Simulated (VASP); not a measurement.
Calculation: LDA (Ceperley-Alder, Perdew-Zunger), VASP's LDA PAW potentials (set 64) (plane waves; VASP).

Input for VASP

INCAR:
```
SYSTEM = CdTe
PREC = Accurate; ENCUT = 520; LREAL = F
LASPH = T; ICHARG = 11
EDIFF = 1E-7; NELM = 100; ALGO = Normal
LMAXMIX = 4
ISMEAR = 0; SIGMA = 0.05
LWAVE = F; LCHARG = F; LORBIT = 11
```

### POSCAR
```
CdTe
1
    0.0000000000     3.2109807039     3.2109807039
    3.2109807039     0.0000000000     3.2109807039
    3.2109807039     3.2109807039     0.0000000000
Cd Te
1 1
Direct
  0.0000000000   0.0000000000   0.0000000000
  0.2500000000   0.2500000000   0.2500000000
```

**KPOINTS**
```
k-points along high-symmetry lines
15
Line-mode
Reciprocal
  0.000000   0.000000   0.000000 ! GAMMA
 -0.500000  -0.500000   0.000000 ! X

 -0.500000  -0.500000   0.000000 ! X
 -0.375000  -0.375000   0.250000 ! U

 -0.375000  -0.000000   0.375000 ! K
  0.000000   0.000000   0.000000 ! GAMMA

  0.000000   0.000000   0.000000 ! GAMMA
  0.000000   0.000000   0.500000 ! L

  0.000000   0.000000   0.500000 ! L
 -0.500000  -0.250000   0.250000 ! W

 -0.500000  -0.250000   0.250000 ! W
 -0.500000  -0.500000   0.000000 ! X
```

POTCAR, in this order: Cd Te (LDA.64 set). Program: vasp_std. Read from the step before: CHGCAR.

The run wrote:

**OSZICAR**
```
       N       E                     dE             d eps       ncg     rms          rms(c)
DAV:   1     0.104191426615E+03    0.10419E+03   -0.85726E+03  2364   0.120E+03
DAV:   2    -0.871971971482E+00   -0.10506E+03   -0.10112E+03  2660   0.286E+02
DAV:   3    -0.502478431804E+01   -0.41528E+01   -0.40820E+01  2805   0.581E+01
DAV:   4    -0.506483025399E+01   -0.40046E-01   -0.40039E-01  3347   0.516E+00
DAV:   5    -0.506499650491E+01   -0.16625E-03   -0.16625E-03  2758   0.277E-01
DAV:   6    -0.506500033020E+01   -0.38253E-05   -0.38253E-05  3268   0.292E-02
DAV:   7    -0.506500039881E+01   -0.68614E-07   -0.68573E-07  2445   0.276E-03
   1 F= -.50650004E+01 E0= -.50650004E+01  d E =-.735224E-11
```

OUTCAR:
```
 val. band max:        2.4125341336   @ k =   0.0000   0.0000   0.0000

 cond. band min:       3.0484594845   @ k =   0.0000   0.0000   0.0000



 k-point     1 :       0.0000    0.0000    0.0000
  band No.  band energies     occupation
      1      -8.9890      2.00000
      2      -5.9783      2.00000
      3      -5.9783      2.00000
      4      -5.9783      2.00000
      5      -5.6932      2.00000
      6      -5.6932      2.00000
      7       2.4125      2.00000
      8       2.4125      2.00000
      9       2.4125      2.00000
     10       3.0485      0.00000
     11       6.8944      0.00000
     12       6.8944      0.00000
     13       6.8944      0.00000

 k-point     2 :      -0.0357   -0.0357    0.0000
  band No.  band energies     occupation
      1      -8.9818      2.00000
      2      -5.9763      2.00000
      3      -5.9763      2.00000
      4      -5.9747      2.00000
      5      -5.6940      2.00000
      6      -5.6928      2.00000
      7       2.1598      2.00000
      8       2.3743      2.00000
      9       2.3743      2.00000
     10       3.3058      0.00000
     11       6.8211      0.00000
     12       6.9481      0.00000
     13       6.9481      0.00000

 k-point     3 :      -0.0714   -0.0714    0.0000
  band No.  band energies     occupation
      1      -8.9606      2.00000
      2      -5.9703      2.00000
      3      -5.9703      2.00000
      4      -5.9639      2.00000
      5      -5.6960      2.00000
      6      -5.6916      2.00000
      7       1.7380      2.00000
      8       2.2659      2.00000
      9       2.2659      2.00000
     10       3.7389      0.00000
     11       6.6313      0.00000
     12       7.1029      0.00000
     13       7.1029      0.00000

 k-point     4 :      -0.1071   -0.1071    0.0000
  band No.  band energies     occupation
      1      -8.9265      2.00000
      2      -5.9607      2.00000
      3      -5.9607      2.00000
      4      -5.9454      2.00000
...
```

The density is held fixed in this step, so its total energy and stress have no physical meaning. Unless said otherwise, spin-orbit coupling is left out, though it shifts the bands of the heavy elements here.

The compound is CdTe in the zinc blende structure. It was relaxed first.
